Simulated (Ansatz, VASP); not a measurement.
**Cross-check of Pt between VASP and Ansatz**

Aim: how closely do two programs agree when they are given the same cell, functional and k mesh? The cell is taken from a series of runs on this material, whose earlier steps may have relaxed or scaled it; both programs get it as it stands.

Method: plane waves, with VASP 6.6.1 beside it; single point at LDA, spin-orbit coupling, in Ansatz 0.2.0.

### 1. Set-up

Symmetry: Fm-3m, No. 225, cubic system. Conventional cell: a = 3.898 Å, b = 3.898 Å, c = 3.898 Å, α = 90.00°, β = 90.00°, γ = 90.00°. Nearest to Pt lie 12 Pt at 2.76 Å.

Structure file:

```cif
data_structure
_symmetry_space_group_name_H-M 'P 1'
_symmetry_Int_Tables_number 1
_cell_length_a 2.7561
_cell_length_b 2.7561
_cell_length_c 2.7561
_cell_angle_alpha 60.000
_cell_angle_beta 60.000
_cell_angle_gamma 60.000
_cell_volume 14.80
loop_
_atom_site_label
_atom_site_type_symbol
_atom_site_fract_x
_atom_site_fract_y
_atom_site_fract_z
_atom_site_occupancy
Pt1 Pt 0.00000 0.00000 0.00000 1
```

### 2. VASP: single point, LDA, spin-orbit coupling

With cell and atoms fixed, the geometry can't cause a difference; cores, projectors, grids and the points listed under the comparison can.

Lines of VASP's logs that name or quote its potential files are left out, and so is its time.

Input file INCAR:

```
SYSTEM = Pt
PREC = Accurate
ENCUT = 400
EDIFF = 1E-06
NELM = 100
ISMEAR = 1
SIGMA = 0.2
LREAL = .FALSE.
ALGO = Normal
GGA = PW92
LNONCOLLINEAR = .TRUE.
MAGMOM = 0 0 0
NBANDS = 22
GGA_COMPAT = .FALSE.
LASPH = .TRUE.
LSORBIT = .TRUE.
LMAXMIX = 4
LORBIT = 11
LWAVE = .FALSE.
LCHARG = .FALSE.
KPAR = 2
ISIF = 2
```

Input file POSCAR:

```
Pt
1.0
    0.0000000000      1.9488400081      1.9488400081
    1.9488400081      0.0000000000      1.9488400081
    1.9488400081      1.9488400081      0.0000000000
Pt
1
Direct
    0.0000000000      0.0000000000      0.0000000000
```

Input file KPOINTS:

```
Automatic mesh
0
Gamma
8 8 8
0 0 0
```

Potentials, in the order of the species: Pt (LDA family, release 64).

Started as:

```console
$ mpirun -np 2 vasp_ncl
```

Numbers of over 12 decimals in the logs are rounded to 6 here.

What it wrote:

```text
[banner, memory and clock lines left out]
running    2 mpi-ranks, on    1 nodes
 distrk:  each k-point on    1 cores,    2 groups
 distr:  one band on    1 cores,    1 groups

 POSCAR found type information on POSCAR Pt
 POSCAR found :  1 types and       1 ions
|                                                                             |
|               ----> ADVICE to this user running VASP <----                  |
|                                                                             |
|     You enforced a specific xc type in the INCAR file but a different       |
|     [... a line on the potential file left out ...]
|     I HOPE YOU KNOW WHAT YOU ARE DOING!                                     |
|                                                                             |

 LDA part: xc-table for (Slater(with rela. corr.)+PW92), standard interpolation
 POSCAR, INCAR and KPOINTS ok, starting setup
 FFT: planning ... GRIDC
 FFT: planning ... GRID_SOFT
 FFT: planning ... GRID
 WAVECAR not read
 entering main loop
       N       E                     dE             d eps       ncg     rms          rms(c)
DAV:   1     0.435706099224E+02    0.43571E+02   -0.40772E+03  1316   0.687E+02
DAV:   2    -0.734702723984E+01   -0.50918E+02   -0.47445E+02  1504   0.190E+02
DAV:   3    -0.831088776325E+01   -0.96386E+00   -0.95516E+00  1504   0.253E+01
DAV:   4    -0.831633414698E+01   -0.54464E-02   -0.54458E-02  1500   0.209E+00
DAV:   5    -0.831639114279E+01   -0.56996E-04   -0.56995E-04  1522   0.213E-01    0.155E+01
DAV:   6    -0.793122328581E+01    0.38517E+00   -0.40276E-01  1414   0.737E+00    0.832E+00
DAV:   7    -0.788148017388E+01    0.49743E-01   -0.73299E-02  1492   0.317E+00    0.306E+00
DAV:   8    -0.787681761087E+01    0.46626E-02   -0.36483E-03  1408   0.573E-01    0.123E+00
DAV:   9    -0.787645518094E+01    0.36243E-03   -0.56189E-04  1498   0.241E-01    0.194E-01
DAV:  10    -0.787644483188E+01    0.10349E-04   -0.23403E-05  1402   0.492E-02    0.269E-02
DAV:  11    -0.787644568003E+01   -0.84815E-06   -0.88990E-07  1400   0.763E-03
   1 F= -.78764457E+01 E0= -.78721587E+01  d E =-.128609E-01  mag=     0.0000    -0.0000    -0.0000
```

OUTCAR, selected parts (step 2):

```text
ion  position               nearest neighbor table
   1  0.000  0.000  0.000-

  LATTYP: Found a face centered cubic cell.
 ALAT       =     3.8976800162

 Subroutine GETGRP returns: Found 48 space group operations
 (whereof 48 operations were pure point group operations)

The static configuration has the point symmetry O_h .

 Found     29 irreducible k-points:

   k-points           NKPTS =     29   k-points in BZ     NKDIM =     29   number of bands    NBANDS=     22

   dimension x,y,z NGX =    18 NGY =   18 NGZ =   18
   dimension x,y,z NGXF=    36 NGYF=   36 NGZF=   36

   ENCUT  =  400.0 eV  29.40 Ry    5.42 a.u.   4.49  4.49  4.49*2*pi/ulx,y,z

   NELECT =      10.0000    total number of electrons

 k-points in reciprocal lattice and weights: Automatic mesh
   0.00000000  0.00000000  0.00000000       0.002
   0.12500000  0.00000000  0.00000000       0.016
   0.25000000  0.00000000  0.00000000       0.016
   0.37500000  0.00000000  0.00000000       0.016
   0.50000000  0.00000000  0.00000000       0.008
   0.12500000  0.12500000  0.00000000       0.012
   0.25000000  0.12500000  0.00000000       0.047
   0.37500000  0.12500000  0.00000000       0.047
   0.50000000  0.12500000  0.00000000       0.047
[...]
-0.37500000  0.50000000  0.12500000       0.023
  -0.25000000  0.50000000  0.25000000       0.012

 average (electrostatic) potential at core
       1 -62.7493

 E-fermi :  11.5728

 k-point     1 :       0.0000    0.0000    0.0000
  band No.  band energies     occupation
    ...
      8       8.0781      1.00000
      9       9.9780      1.00000
     10       9.9780      1.00000
     11       9.9780      1.00000
     12       9.9780      1.00000
     13      26.0859      0.00000
     14      26.0859      0.00000
     15      30.6057      0.00000
     16      30.6057      0.00000
     17      31.2801      0.00000
    ...

 k-point     2 :       0.1250    0.0000    0.0000
  band No.  band energies     occupation
    ...
      8       8.2234      1.00000
      9       9.7683      1.00000
     10       9.7683      1.00000
     11       9.9802      1.00000
     12       9.9802      1.00000
     13      27.0154      0.00000
     14      27.0154      0.00000
     15      28.5977      0.00000
     16      28.5977      0.00000
     17      31.8132      0.00000
    ...

 k-point     3 :       0.2500    0.0000    0.0000
  band No.  band energies     occupation
    ...
      8       8.4722      1.00000
      9       9.8097      1.00000
     10       9.8097      1.00000
     11      10.3979      1.00000
     12      10.3979      1.00000
     13      24.8163      0.00000
     14      24.8163      0.00000
     15      27.8955      0.00000
     16      27.8955      0.00000
     17      33.5391      0.00000
    ...

  Total        0.0428279      0.0428279      0.0428279      0.0000000      0.0000000      0.0000000
  in kB        4.6353142      4.6353142      4.6353142      0.0000000      0.0000000      0.0000000
  external PRESSURE =       4.6353142 kB  Pullay stress =       0.0000000 kB

  energy-cutoff  :      400.00
  volume of cell :       14.80
      direct lattice vectors                 reciprocal lattice vectors
     0.000000000  1.948840008  1.948840008    -0.256562877  0.256562877  0.256562877
     1.948840008  0.000000000  1.948840008     0.256562877 -0.256562877  0.256562877
     1.948840008  1.948840008  0.000000000     0.256562877  0.256562877 -0.256562877

 POSITION                                       TOTAL-FORCE (eV/Angst)
 -----------------------------------------------------------------------------------
      0.00000      0.00000      0.00000         0.000000      0.000000      0.000000
 -----------------------------------------------------------------------------------
    total drift:                               -0.000000      0.000000      0.000000

  FREE ENERGIE OF THE ION-ELECTRON SYSTEM (eV)
  ---------------------------------------------------
  free  energy   TOTEN  =        -7.8764456800 eV

  energy  without entropy=       -7.8635847741  energy(sigma->0) =       -7.87215871

 Spin-Orbit-Coupling matrix elements
 Ion:    1  E_soc:     -0.7915473

 total charge
# of ion       s       p       d       tot
------------------------------------------
    1        0.655   0.660   8.037   9.353

 magnetization (x)
# of ion       s       p       d       tot
------------------------------------------
    1        0.000   0.000   0.000   0.000

 magnetization (y)
# of ion       s       p       d       tot
------------------------------------------
    1       -0.000   0.000   0.000   0.000

 magnetization (z)
# of ion       s       p       d       tot
------------------------------------------
    1        0.000   0.000   0.000   0.000

[... 3 further parts left out ...]
```

The run ends at a pressure of 0.46 GPa.

### 3. Ansatz: single point, LDA, spin-orbit coupling

Ansatz runs on its fully relativistic PAW (standard-fr) files.

The same cell, functional (in two slightly different forms), mesh and smearing now go to Ansatz, which takes its cutoff from its data sets.

Input file input.yaml:

```yaml
crystal:
  lattice:
    - [0.0, 1.9488400081, 1.9488400081]
    - [1.9488400081, 0.0, 1.9488400081]
    - [1.9488400081, 1.9488400081, 0.0]
  atoms:
    - { symbol: Pt, position: [0.0, 0.0, 0.0] }
hamiltonian:
  xc: lda
  pseudopotentials: { kind: paw_fr }
magnetization:
  noncollinear: true
  spin_orbit: true
kpoints:
  mp_grid: { grid: [8, 8, 8] }
  band_path:
    path:
      - [0.0, 0.0, 0.0]
      - [0.16667, 0.0, 0.16667]
      - [0.33333, 0.0, 0.33333]
      - [0.5, 0.0, 0.5]
      - [0.5, 0.08333, 0.58333]
      - [0.5, 0.18333, 0.68333]
      - [0.5, 0.25, 0.75]
      - [0.45, 0.3, 0.75]
      - [0.40833, 0.34167, 0.75]
      - [0.35, 0.35, 0.7]
      - [0.225, 0.225, 0.45]
      - [0.075, 0.075, 0.15]
      - [0.03333, 0.03333, 0.03333]
      - [0.23333, 0.23333, 0.23333]
      - [0.4, 0.4, 0.4]
      - [0.51667, 0.46667, 0.51667]
      - [0.55833, 0.38333, 0.55833]
      - [0.60833, 0.28333, 0.60833]
      - [0.60833, 0.25, 0.64167]
      - [0.55833, 0.25, 0.69167]
      - [0.51667, 0.25, 0.73333]
      - [0.5, 0.3, 0.7]
      - [0.5, 0.38333, 0.61667]
      - [0.5, 0.48333, 0.51667]
      - [0.475, 0.475, 0.55]
      - [0.425, 0.425, 0.65]
      - [0.38333, 0.38333, 0.73333]
      - [0.59167, 0.18333, 0.59167]
      - [0.55, 0.1, 0.55]
      - [0.5, 0.0, 0.5]
    npoints: 1
scf:
  occupations: { method: methfessel_paxton, width: 0.2 }
  n_extra_bands: 12
output:
  forces: true
  stress: true
  eigenvalues: true
```

Started as:

```console
$ ansatz run input.yaml --threads 2 --pin off --max-ram 4608MiB --backend cpu --events-out ev --progress --plain --runs-dir out
```

What it wrote:

```text
scf.n_extra_bands = 12 over 18 filled bands (N_el = 18.0): the run solves 30 bands
Engine: ansatz 0.2.0, aarch64-unknown-linux-gnu
Pseudopotentials: kind: paw_fr
Pseudopotential: Pt, paw_fr, valence charge 18, recommended cutoff 420 eV (normal), Pt.paw.azcp#standard-fr
Functional definition: SPW92
  exchange = slater_x
  correlation = pw_c
non-collinear run that drives no moment, with spin-orbit: no starting moment large enough to seed its density (crystal.atoms[].spin), no starting occupations that ask for one, no magnetisation constraint and no magnetic field, so the semilocal B_xc is pinned to zero
Crystal: 1 atoms, lattice volume = 14.803 Å³
Basis set: ecut = 420 eV, 283 PW (Γ)
Bands: 30, of which v1, the nominal top of the filled ones, is band 18 counted from 1 (17 counted from 0)
Symmetry: 48 space group operations + 48 with time reversal
Magnetic group: BNS 225.117 (UNI 1619), of the structure as read, at distance tolerance 2.5e-5 Å
k-points: 29 of 512
Projection manifold: j_resolved (fully-relativistic pseudo-atomic orbitals)
Non-local potential: Pt, projectors of the file, l = 0: 3, l = 1: 4, l = 2: 4, l = 3: 2
PAW form: soft (Blöchl's): semilocal exchange-correlation on the pseudo side does not see the compensation charge
PAW frozen core: Pt, regenerated for the run's functional, and the local potential with it (the file was generated under x = pbe(κ = 0.804, μ = 0.219515), c = pbe(β = 0.066725))
PAW one-centre angular grid: Pt, 590 points (default); XC on 64 Gauss nodes
Initial density: superposition of atomic densities (chi_scale 0.1, normalization cell)
Initial wavefunctions: pseudopotential atomic-orbital guess
Functional: x = slater, c = lda
SCF iter   1: F=—  HF=-12278.692815 eV  |F-HF|=—  |Δ(HF+E_count)|=         —  Δρ=9.48e-2  dr2=1.23e0  dr2_m=0.00e0 (ungated)  ethr=3.10e-3  |M|=0.00e0 ∫|m|=0.00e0 μB  |m|>n=0.0e0 m-floor=0.0e0 τ_xc=0.0e0  β_m=0.30  ⟨swp⟩=5.2  Hψ=1862  notcnv=0  defer=48
preconditioner: auto → none  [metal: Δε(μ)=0.063 eV  Ē_g=17.985 eV  σ=0.200 eV  W_gap=0.26  n_scr=8 (ndim 8)  ℏωp=30.5 eV  f_vac=0.000  D(μ)=2.58/eV (n_scr^D=58)  sad-step TF]
SCF iter   2: F=—  HF=-12278.449522 eV  |F-HF|=—  |Δ(HF+E_count)|=   2.43e-1  S|Δr|=    0.00e0  Δρ=6.40e-2  dr2=5.52e-1  dr2_m=0.00e0 (ungated)  ethr=3.10e-3  |M|=0.00e0 ∫|m|=0.00e0 μB  |m|>n=0.0e0 m-floor=0.0e0 τ_xc=0.0e0  β_m=0.59  ⟨swp⟩=2.0  Hψ=638  notcnv=0  defer=120
SCF iter   3: F=—  HF=-12278.256125 eV  |F-HF|=—  |Δ(HF+E_count)|=   1.93e-1  S|Δr|=    0.00e0  Δρ=7.16e-3  dr2=2.82e-3  dr2_m=0.00e0 (ungated)  ethr=3.07e-3  |M|=0.00e0 ∫|m|=0.00e0 μB  |m|>n=0.0e0 m-floor=0.0e0 τ_xc=0.0e0  β_m=0.79  ⟨swp⟩=2.0  Hψ=617  notcnv=0  defer=120
SCF iter   4: F=—  HF=-12278.257899 eV  |F-HF|=—  |Δ(HF+E_count)|=   1.77e-3  S|Δr|=    0.00e0  Δρ=4.98e-4  dr2=2.65e-5  dr2_m=0.00e0 (ungated)  ethr=1.57e-5  |M|=0.00e0 ∫|m|=0.00e0 μB  |m|>n=0.0e0 m-floor=0.0e0 τ_xc=0.0e0  β_m=0.83  ⟨swp⟩=2.3  Hψ=672  notcnv=0  defer=122
SCF iter   5: F=—  HF=-12278.257897 eV  |F-HF|=—  |Δ(HF+E_count)|=   2.36e-6  S|Δr|=    0.00e0  Δρ=8.77e-5  dr2=1.01e-6  dr2_m=0.00e0 (ungated)  ethr=1.47e-7  |M|=0.00e0 ∫|m|=0.00e0 μB  |m|>n=0.0e0 m-floor=0.0e0 τ_xc=0.0e0  β_m=0.89  ⟨swp⟩=2.2  Hψ=557  notcnv=0  defer=122
SCF iter   6: F=-12278.257897 eV  HF=-12278.257897 eV  |F-HF|=1.21e-9  |Δ(HF+E_count)|=   1.38e-7  S|Δr|=    0.00e0  Δρ=4.10e-6  dr2=1.73e-9  dr2_m=0.00e0 (ungated)  ethr=5.56e-10  |M|=0.00e0 ∫|m|=0.00e0 μB  |m|>n=0.0e0 m-floor=0.0e0 τ_xc=0.0e0  ⟨swp⟩=9.0  Hψ=2112  notcnv=0
SCF 1 converged in 6 iterations: F = -12278.257897 eV  dr2 = 1.73e-9
  greatest PAW one-centre occupation: 1.000 electrons in one spin orbital (limit 2), on the Pt atom at site 0 (counted from 0), in its partial waves of l = 0
NSCF: frozen V_eff on 30 k-points
SCF converged after 6 iterations
Stability not checked: this state was not tested for a lower state beside it, because cold or Methfessel-Paxton smearing, or corrected tetrahedra, fill the levels in a way that the test cannot read (fill_not_monotonic; see scf.lower_state_search)
Magnetization: |M| = 0.0000 μB,  M = (+0.0000, +0.0000, +0.0000) μB
Absolute magnetization: 0.0000 μB (∫|m|)
  site 0: m = (+0.0000, +0.0000, +0.0000) μB, |m| = 0.0000 μB  (R = 1.14 Å)
Free energy (F): -12278.257897 eV
Harris-Foulkes:  -12278.257897 eV  (|F-HF|=1.21e-9)
Internal energy: -12278.244968 eV  (E = F + TS)
E sigma→0 (E₀):  -12278.254665 eV
Entropy (-TS):   -0.012928 eV (-12.928 meV/atom)
Fermi energy:    23.737341 eV
--- Per-component energies (eV) ---
  E_band       = -132.091922
  E_kinetic    = 638.671171
  E_local      = -1437.283637  (includes V_loc(G=0)·N_el)
  E_nonlocal   = 195.009194
  E_hartree    = 532.429189
  E_xc         = -260.950809
  E_vxc        = -303.522183  (∫ρ·V_xc dr)
  E_paw        = -9202.575141  (= ΣΔE_a)
  E_vpaw       = -289.824611  (= ΣTr[D̂ρ^β])
  E_aug_tail   = 0.000128  (compensation charges beyond the density's cutoff)
  E_ewald      = -2744.017693
  E_core_change = 0.472630  (= ΣΔE_core)
  E_smearing   = -0.012928  (= −TS)
  E_closure    = -0.000000  (closes the sum)
  Σ components = -12278.257897   (vs F -12278.257897, Δ=0.00e0)
--- Forces (eV/Å), atoms counted from 1 ---
  atom   1  Pt     0.00000000     0.00000000    -0.00000000
  max |Σ_I F_I| component: 3.29e-31 eV/Å
--- Stress (GPa, compression-positive) ---
       -0.311299       0.000000       0.000000
        0.000000      -0.311299       0.000000
        0.000000       0.000000      -0.311299
  P = ⅓ Tr σ = -0.3113 GPa (-3.113 kbar)
--- Band table (eV; the first three rows and the last of 29) ---
  k-point 0: bands = [... 14 lower, 20.2331, 20.2331, 22.1371, 22.1371, 22.1371, 22.1371, 38.2356, 38.2356, ... 8 higher]
  k-point 1: bands = [... 14 lower, 20.3792, 20.3792, 21.9263, 21.9263, 22.1407, 22.1407, 39.1553, 39.1553, ... 8 higher]
  k-point 2: bands = [... 14 lower, 20.6281, 20.6281, 21.9682, 21.9682, 22.5629, 22.5629, 36.8988, 36.8988, ... 8 higher]
  k-point 28: bands = [... 14 lower, 21.6573, 21.6573, 24.2040, 24.2040, 30.7829, 30.7829, 31.1719, 31.1719, ... 8 higher]
```

In the SCF lines HF is the Harris–Foulkes energy and dr2 the Hartree energy of the density residual, in eV; the loop may stop once dr2 is under the threshold and the program's other checks hold. Hψ counts applications of the Hamiltonian.

### 4. Side by side

Known differences besides the PAW data sets themselves: spin-orbit coupling enters by fully relativistic files in Ansatz and inside the spheres in VASP; the data sets hold 18 valence electrons in Ansatz (fully relativistic PAW (standard-fr) files) and 10 in VASP; the cutoff is 420 eV in Ansatz and 400 eV in VASP; Ansatz makes its cores anew for this functional, VASP keeps those of its LDA data sets. Total energies have different zeros and are not compared.

Compared:

```
      quantity  Ansatz  VASP  difference
pressure (GPa)   -0.31  0.46       -0.77
```

Ansatz's pressure holds a Pulay correction of 0.05 GPa; VASP's holds none.

### 5. What moves the difference

How far does this hang on the set-up? Further runs change one program's set-up at a time, as the table lists.

```
                                                                                             run  difference in pressure (GPa)
                                                                                        as above                         -0.77
VASP with the data sets Pt_sv_GW, a cutoff of 520 eV and GGA = CA, the Perdew-Zunger form of LDA                          0.71
```

### 6. Results

| Item | Value |
| --- | --- |
| difference in pressure (single point, LDA, spin-orbit coupling) | -0.77 GPa |

What this shows: The difference in pressure is -0.77 GPa (single point, LDA, spin-orbit coupling), within the 1 GPa picked in this series as the mark of a large difference. For single point, LDA, spin-orbit coupling: VASP with the data sets Pt_sv_GW, a cutoff of 520 eV and GGA = CA, the Perdew-Zunger form of LDA turns the difference in pressure from -0.77 to 0.71 GPa, so VASP's own sets bracket Ansatz's value. How closely two codes agree says nothing of how well the functional describes the real material.

[Lines on the potential files, build, host, timing and source positions are cut from VASP's logs without a mark.]

[Logs are printed without paths, hosts, clocks, repeated set-up lines and the standing remarks that a program may print on its own settings, such as how far it seeks lower states.]

[Hosts, paths, dates, database ids (printed as entryN), source tags and the programs' standing remarks are cut or masked in the printed files.]
